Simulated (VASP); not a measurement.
Level of theory: SCAN meta-GGA, VASP's PBE PAW potentials (set 64) (plane waves; VASP).

VASP ran on this input.

INCAR:
```
ALGO = Normal
EDIFF = 1E-7
EDIFFG = -0.01
ENCUT = 520
IBRION = 2
ISIF = 4
ISMEAR = 1
LASPH = .TRUE.
LCHARG = .FALSE.
LMAXMIX = 6
LMIXTAU = .TRUE.
LREAL = .FALSE.
LWAVE = .FALSE.
METAGGA = SCAN
NELM = 100
NSW = 30
PREC = Accurate
SIGMA = 0.1
SYSTEM = WC
```

**POSCAR**
```
WC
1
    1.4802319091    -2.5638369494     0.0000000000
    1.4802319091     2.5638369494     0.0000000000
    0.0000000000     0.0000000000     2.8854825145
W C
1 1
Direct
  1.0000000000   0.0000000000   0.0000000000
  0.3333330000   0.6666670000   0.5000000000
```

### KPOINTS
```
Automatic mesh
0
Gamma
  14 14 13
0 0 0
```

POTCAR, in this order: W_sv C (PBE.64 set). Program: vasp_std.

The run wrote:

OSZICAR:
```
       N       E                     dE             d eps       ncg     rms          rms(c)
DAV:   1     0.528553782752E+02    0.52855E+02   -0.10058E+04  4368   0.156E+03
DAV:   2    -0.829566326222E+02   -0.13581E+03   -0.13214E+03  4923   0.390E+02
DAV:   3    -0.871106970063E+02   -0.41541E+01   -0.41220E+01  5362   0.629E+01
DAV:   4    -0.871521038812E+02   -0.41407E-01   -0.41388E-01  4819   0.659E+00
DAV:   5    -0.871524633062E+02   -0.35943E-03   -0.35938E-03  5239   0.637E-01    0.319E+01
DAV:   6    -0.796971428010E+02    0.74553E+01   -0.10403E+01  4988   0.391E+01    0.536E+00
DAV:   7    -0.798625161500E+02   -0.16537E+00   -0.70836E-01  4463   0.989E+00    0.467E+00
DAV:   8    -0.796261931274E+02    0.23632E+00   -0.34923E-01  4453   0.760E+00    0.936E-01
DAV:   9    -0.798164821187E+02   -0.19029E+00   -0.32681E-01  4378   0.708E+00    0.545E-01
DAV:  10    -0.798282745900E+02   -0.11792E-01   -0.12921E-02  4628   0.139E+00    0.283E-01
DAV:  11    -0.798354955112E+02   -0.72209E-02   -0.28142E-02  4396   0.207E+00    0.232E-01
DAV:  12    -0.798372879721E+02   -0.17925E-02   -0.47355E-03  4378   0.909E-01    0.232E-01
DAV:  13    -0.798374909924E+02   -0.20302E-03   -0.14544E-03  4388   0.512E-01    0.167E-01
DAV:  14    -0.798381324423E+02   -0.64145E-03   -0.21405E-03  4388   0.589E-01    0.586E-02
DAV:  15    -0.798381481267E+02   -0.15684E-04   -0.26563E-04  4453   0.214E-01    0.203E-02
DAV:  16    -0.798382048104E+02   -0.56684E-04   -0.33391E-05  4483   0.806E-02    0.498E-03
DAV:  17    -0.798381691981E+02    0.35612E-04   -0.17665E-05  4428   0.603E-02    0.389E-03
DAV:  18    -0.798381703159E+02   -0.11178E-05   -0.14440E-05  4368   0.550E-02    0.247E-03
DAV:  19    -0.798381726725E+02   -0.23566E-05   -0.10168E-06  4538   0.140E-02    0.352E-04
DAV:  20    -0.798381728507E+02   -0.17823E-06   -0.10854E-07  2809   0.487E-03    0.255E-04
DAV:  21    -0.798381736781E+02   -0.82736E-06   -0.19157E-08  2199   0.190E-03    0.666E-05
DAV:  22    -0.798381733017E+02    0.37639E-06   -0.30993E-09  2184   0.777E-04    0.409E-05
DAV:  23    -0.798381733718E+02   -0.70154E-07   -0.44014E-10  2184   0.292E-04
   1 F= -.79838173E+02 E0= -.79838242E+02  d E =-.798382E+02
       N       E                     dE             d eps       ncg     rms          rms(c)
DAV:   1    -0.798453999359E+02   -0.72266E-02   -0.31258E-01  4368   0.679E+00    0.455E-01
DAV:   2    -0.798395080235E+02    0.58919E-02   -0.13783E-02  4618   0.127E+00    0.249E-01
DAV:   3    -0.798379314562E+02    0.15766E-02   -0.65864E-03  4568   0.982E-01    0.817E-02
DAV:   4    -0.798378176780E+02    0.11378E-03   -0.85464E-04  4613   0.347E-01    0.372E-02
DAV:   5    -0.798378745772E+02   -0.56899E-04   -0.57870E-04  4368   0.342E-01    0.174E-02
DAV:   6    -0.798378361540E+02    0.38423E-04   -0.25991E-04  4378   0.236E-01    0.617E-03
DAV:   7    -0.798378401008E+02   -0.39468E-05   -0.44343E-05  4408   0.921E-02    0.538E-03
DAV:   8    -0.798378334377E+02    0.66632E-05   -0.87191E-06  4448   0.397E-02    0.154E-03
DAV:   9    -0.798378300942E+02    0.33435E-05   -0.18464E-06  4458   0.203E-02    0.653E-04
DAV:  10    -0.798378312765E+02   -0.11823E-05   -0.13034E-07  3084   0.480E-03    0.418E-04
DAV:  11    -0.798378315083E+02   -0.23182E-06   -0.40982E-08  2199   0.278E-03    0.230E-04
DAV:  12    -0.798378317199E+02   -0.21165E-06   -0.31021E-08  2194   0.266E-03    0.489E-05
DAV:  13    -0.798378318273E+02   -0.10743E-06   -0.38496E-09  2184   0.918E-04    0.158E-05
DAV:  14    -0.798378317976E+02    0.29735E-07   -0.51445E-10  2184   0.331E-04
   2 F= -.79837832E+02 E0= -.79837873E+02  d E =0.341574E-03
       N       E                     dE             d eps       ncg     rms          rms(c)
DAV:   1    -0.798411186100E+02   -0.32868E-02   -0.98208E-02  4368   0.381E+00    0.255E-01
DAV:   2    -0.798392723189E+02    0.18463E-02   -0.43410E-03  4618   0.717E-01    0.139E-01
DAV:   3    -0.798387204431E+02    0.55188E-03   -0.21340E-03  4573   0.561E-01    0.443E-02
DAV:   4    -0.798387438172E+02   -0.23374E-04   -0.27918E-04  4598   0.196E-01    0.193E-02
DAV:   5    -0.798387132971E+02    0.30520E-04   -0.15415E-04  4368   0.176E-01    0.924E-03
DAV:   6    -0.798387459387E+02   -0.32642E-04   -0.77863E-05  4378   0.129E-01    0.323E-03
DAV:   7    -0.798387414265E+02    0.45122E-05   -0.16435E-05  4398   0.572E-02    0.265E-03
DAV:   8    -0.798387400910E+02    0.13355E-05   -0.26840E-06  4498   0.219E-02    0.680E-04
DAV:   9    -0.798387424126E+02   -0.23216E-05   -0.42238E-07  4473   0.957E-03    0.323E-04
DAV:  10    -0.798387419594E+02    0.45324E-06   -0.42476E-08  2214   0.281E-03    0.178E-04
DAV:  11    -0.798387418741E+02    0.85309E-07   -0.11417E-08  2189   0.145E-03
   3 F= -.79838742E+02 E0= -.79838801E+02  d E =-.568502E-03
```

**OUTCAR**
```
------------------------ aborting loop because EDIFF is reached ----------------------------------------
  FORCE on cell =-STRESS in cart. coord.  units (eV):
  Direction    XX          YY          ZZ          XY          YZ          ZX
  --------------------------------------------------------------------------------------
  Total       -2.8987109     -2.8987111     -2.9028375      0.0000000      0.0000000     -0.0000000
  in kB     -212.0542023   -212.0542141   -212.3560815      0.0000000      0.0000000     -0.0000000
  external PRESSURE =    -212.1548327 kB  Pullay stress =       0.0000000 kB
  volume of cell :       21.90
      direct lattice vectors                 reciprocal lattice vectors
     1.482336270 -2.567481805  0.000000000     0.337305381 -0.194743347 -0.000000000
     1.482336270  2.567481805 -0.000000000     0.337305381  0.194743347  0.000000000
     0.000000000 -0.000000000  2.877295731     0.000000000  0.000000000  0.347548564
 POSITION                                       TOTAL-FORCE (eV/Angst)
 -----------------------------------------------------------------------------------
      0.00000     -0.00000      0.00000         0.000000     -0.000000     -0.000000
      1.48234      0.85583      1.43865        -0.000000      0.000000      0.000000
 -----------------------------------------------------------------------------------
    total drift:                               -0.000000     -0.000394      0.000000
  FREE ENERGIE OF THE ION-ELECTRON SYSTEM (eV)
  ---------------------------------------------------
  free  energy   TOTEN  =       -79.8387418741 eV

  energy  without entropy=      -79.8389192052  energy(sigma->0) =      -79.83880098

 reached required accuracy - stopping structural energy minimisation
```
(Selected blocks of OUTCAR.)

File CONTCAR:
```
WC
   1.00000000000000
     1.4823362701516594   -2.5674818052714965    0.0000000000000000
     1.4823362701516594    2.5674818052714965   -0.0000000000000000
     0.0000000000000000   -0.0000000000000000    2.8772957307614471
  W               C
     1     1
Direct
     0.0000000000000000    0.0000000000000000    0.0000000000000000
     0.3333330000000032    0.6666669999999968    0.5000000000000000
```

The compound is WC in the wc structure. This cell is one point of a volume scan, at 1.06 of the reference volume. Symmetry was kept, so distortions that lower it aren't found.
